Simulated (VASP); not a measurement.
# Tl3Mo (Im-3m) in VASP: a series of runs, part 2 of 2

VASP 6.6.1.

## 4. Relaxation of cell and atoms, PBE (species swapped into the Sb3Au type (Im-3m, No. 229))

Contents of INCAR:

```
  PREC = Accurate
  ENCUT = 600
  EDIFF = 1E-6
  ISMEAR = 0
  SIGMA = 0.1
  LREAL = False
  LASPH = True
  NELM = 80
  ALGO = Normal
  ISIF = 3
  LWAVE = False
  LCHARG = False
  GGA = PE
  IBRION = 2
  NSW = 100
  EDIFFG = -0.01
```

Contents of KPOINTS:

```
regular mesh
0
Gamma
  12 12 12
```

Contents of POSCAR:

```
Tl3Mo
1.0
   -3.0084938176      3.0084938176      3.0084938176
    3.0084938176     -3.0084938176      3.0084938176
    3.0084938176      3.0084938176     -3.0084938176
Tl Mo
3 1
Direct
    0.0000000000      0.5000000000      0.5000000000
    0.5000000000      0.0000000000      0.5000000000
    0.5000000000      0.5000000000      0.0000000000
    0.0000000000      0.0000000000      0.0000000000
```

Potentials or basis: VASP PAW PBE potentials, release 64 (Tl_d, Mo_sv).

Launch:

```
$ cat potpaw_PBE.64/Tl_d/POTCAR potpaw_PBE.64/Mo_sv/POTCAR > POTCAR
$ mpirun -np 1 vasp_std > vasp.out
```

OUTCAR:

```text
PREC = Accurate
   ENCUT = 600
   EDIFF = 1E-6
   ISMEAR = 0
   LREAL = False
   LASPH = True
   NELM = 80
   ISIF = 3
   GGA = PE
   IBRION = 2
   NSW = 100
   EDIFFG = -0.01

 ion  position               nearest neighbor table
   1  0.000  0.500  0.500-   2 3.01   3 3.01   4 3.01   4 3.01   3 3.01   2 3.01
   2  0.500  0.000  0.500-   1 3.01   3 3.01   4 3.01   3 3.01   4 3.01   1 3.01
   3  0.500  0.500  0.000-   1 3.01   2 3.01   4 3.01   2 3.01   1 3.01   4 3.01
   4  0.000  0.000  0.000-   1 3.01   2 3.01   3 3.01   1 3.01   2 3.01   3 3.01

  LATTYP: Found a body centered cubic cell.
 ALAT       =     6.0169876352

  Lattice vectors:

 A1 = (  -3.0084938176,   3.0084938176,   3.0084938176)
 A2 = (   3.0084938176,  -3.0084938176,   3.0084938176)
 A3 = (   3.0084938176,   3.0084938176,  -3.0084938176)

Analysis of symmetry for initial positions (statically):
=====================================================================
 Subroutine PRICEL returns:
 Original cell was already a primitive cell.

 Routine SETGRP: Setting up the symmetry group for a
 body centered cubic supercell.

 Subroutine GETGRP returns: Found 48 space group operations
 (whereof 48 operations were pure point group operations)
 out of a pool of 48 trial point group operations.

The static configuration has the point symmetry O_h .

Analysis of symmetry for dynamics (positions and initial velocities):
=====================================================================
 Subroutine PRICEL returns:
 Original cell was already a primitive cell.

 Routine SETGRP: Setting up the symmetry group for a
 body centered cubic supercell.

 Subroutine GETGRP returns: Found 48 space group operations
 (whereof 48 operations were pure point group operations)
 out of a pool of 48 trial point group operations.

The dynamic configuration has the point symmetry O_h .

 Subroutine INISYM returns: Found 48 space group operations
 (whereof 48 operations are pure point group operations),
[... 123 lines left out ...]
  Thomas-Fermi vector in A             =   2.419651
   LORBIT       =      0    0 simple, 1 ext, 2 COOP (PROOUT), +10 PAW based schemes
   GGA     = PE    functional components
   LHFCALC =     F    Hartree Fock is set to
   AEXX    =    0.0000 exact exchange contribution
   IVDW    =     0    specifies the selected vdW correction
   LEPSILON=     F    determine dielectric tensor
   LRPA    =     F    only Hartree local field effects (RPA)
 conjugate gradient relaxation of ions
 non-spin polarized calculation
 Gauss-broadening in eV      SIGMA  =   0.10
  energy-cutoff  :      600.00
  volume of cell :      108.92
 maximum number of plane-waves:      3652
 NGX is ok and might be reduce to    42
   NGX = 21   NGY = 21   NGZ = 21

 number of electron      52.9999994 magnetization

 Free energy of the ion-electron system (eV)
  ---------------------------------------------------
  ext. energy  EPLUGINS =         0.00000000
  ---------------------------------------------------
  free energy    TOTEN  =       -13.30567104 eV

  energy without entropy =      -13.24826761  energy(sigma->0) =      -13.27696933

 E-fermi :   6.4992     XC(G=0): -10.3566

 val. band max:        6.4984679284   @ k =  -0.3333   0.4167   0.0833
 cond. band min:       6.5018562769   @ k =  -0.3333   0.3333   0.2500
 fundamental gap:      0.0033883484
 Fermi energy:         6.4992420403

 k-point     1 :       0.0000    0.0000    0.0000
  band No.  band energies     occupation
      1     -54.2205      2.00000
      2     -28.3012      2.00000
      3     -28.3012      2.00000
      4     -28.3012      2.00000
      5      -5.7838      2.00000
      6      -5.7838      2.00000
[... 805 lines left out ...]
     30       9.3765      0.00000
     31      10.3873      0.00000

 [... further k-points ...]

------------------------ aborting loop because EDIFF is reached ----------------------------------------

  FORCE on cell =-STRESS in cart. coord.  units (eV):
  Direction    XX          YY          ZZ          XY          YZ          ZX
  --------------------------------------------------------------------------------------
  -------------------------------------------------------------------------------------
  Total       -0.0251204     -0.0251204     -0.0251204      0.0000000     -0.0000000      0.0000000
  in kB       -0.3695128     -0.3695128     -0.3695128      0.0000000     -0.0000000      0.0000000
  external PRESSURE =      -0.3695128 kB  Pullay stress =       0.0000000 kB

 VOLUME and BASIS-vectors are now :
 -----------------------------------------------------------------------------
  energy-cutoff  :      600.00
  volume of cell :      108.92
      direct lattice vectors                 reciprocal lattice vectors
    -3.008493818  3.008493818  3.008493818     0.000000000  0.166196120  0.166196120
     3.008493818 -3.008493818  3.008493818     0.166196120  0.000000000  0.166196120
     3.008493818  3.008493818 -3.008493818     0.166196120  0.166196120  0.000000000

 POSITION                                       TOTAL-FORCE (eV/Angst)
 -----------------------------------------------------------------------------------
      3.00849      0.00000      0.00000         0.000000      0.000000      0.000000
      0.00000      3.00849      0.00000        -0.000000      0.000000     -0.000000
      0.00000      0.00000      3.00849        -0.000000     -0.000000     -0.000000
      0.00000      0.00000      0.00000         0.000000      0.000000      0.000000
 -----------------------------------------------------------------------------------
    total drift:                               -0.000000      0.000000      0.000000

  FREE ENERGIE OF THE ION-ELECTRON SYSTEM (eV)
  ---------------------------------------------------
  free  energy   TOTEN  =       -13.3056710398 eV

  energy  without entropy=      -13.2482676140  energy(sigma->0) =      -13.27696933

 reached required accuracy - stopping structural energy minimisation
```

CONTCAR:

```text
Tl3Mo
   1.00000000000000
    -3.0084938175999998    3.0084938175999998    3.0084938175999998
     3.0084938175999998   -3.0084938175999998    3.0084938175999998
     3.0084938175999998    3.0084938175999998   -3.0084938175999998
  Tl              Mo
     3     1
Direct
     0.0000000000000000    0.5000000000000000    0.5000000000000000
     0.5000000000000000    0.0000000000000000    0.5000000000000000
     0.5000000000000000    0.5000000000000000    0.0000000000000000
     0.0000000000000000    0.0000000000000000    0.0000000000000000

  0.00000000E+00  0.00000000E+00  0.00000000E+00
  0.00000000E+00  0.00000000E+00  0.00000000E+00
  0.00000000E+00  0.00000000E+00  0.00000000E+00
  0.00000000E+00  0.00000000E+00  0.00000000E+00
```

Run time: 3 min. Hardware: 1 thread of Intel Xeon Platinum 8488C (Sapphire Rapids), shared host; peak memory 0.42 GiB.

Results:

- Free energy: -13.3057 eV
- Pressure after relaxing: 0.0 GPa
- Band gap on the k mesh: none (metal or under the smearing width)

Final structure:
```yaml
crystal:
  lattice:
    - [-3.00849, 3.00849, 3.00849]
    - [3.00849, -3.00849, 3.00849]
    - [3.00849, 3.00849, -3.00849]
  atoms:
    - { symbol: Tl, position: [0.00000, 0.50000, 0.50000] }
    - { symbol: Tl, position: [0.50000, 0.00000, 0.50000] }
    - { symbol: Tl, position: [0.50000, 0.50000, 0.00000] }
    - { symbol: Mo, position: [0.00000, 0.00000, 0.00000] }
```

Levels at points of the mesh, in eV from the Fermi level:
```
           k point  band 22  band 23  band 24  band 25  band 26  band 27  band 28  band 29  band 30  band 31
(0.00, 0.00, 0.00)    -3.47    -0.36    -0.36    -0.36    -0.22    -0.22    -0.22     1.33     1.33     1.33
(0.50, 0.00, 0.00)    -4.05    -2.01    -1.87    -1.20    -0.25     0.07     0.60     1.43     1.62     3.71
(0.50, 0.50, 0.50)    -3.10    -2.69    -2.69    -2.69     0.14     0.14     0.14     1.20     1.20     3.66
```

Caveat: the relaxation stopped at its first step, so nothing moved. Spin-orbit coupling is left out, which matters for the levels of Tl.

## 5. Overview

```tsv
task	cell	k mesh	cutoff (eV)	mesh quality	gap on the mesh (eV)	pressure (GPa)
single point	species swapped into the Sb3Au type (Im-3m, No. 229)	4 × 4 × 4	520	coarse	none	-3.1
single point	species swapped into the Sb3Au type (Im-3m, No. 229)	12 × 12 × 12	520	not flagged	none	-0.1
relaxation of cell and atoms	relaxed from: species swapped into the Sb3Au type (Im-3m, No. 229)	12 × 12 × 12	600	not flagged	none	0.0
```

Alike in all rows: level PBE; potentials or basis VASP PAW PBE potentials, release 64 (Tl_d, Mo_sv); no spin polarisation; smearing gaussian 0.1 eV.

Caveats: some runs use coarse meshes; the relaxation stopped at its first step, so nothing moved (some runs).

Total energies depend on the potentials used, so only differences within one code and one set of settings carry meaning.
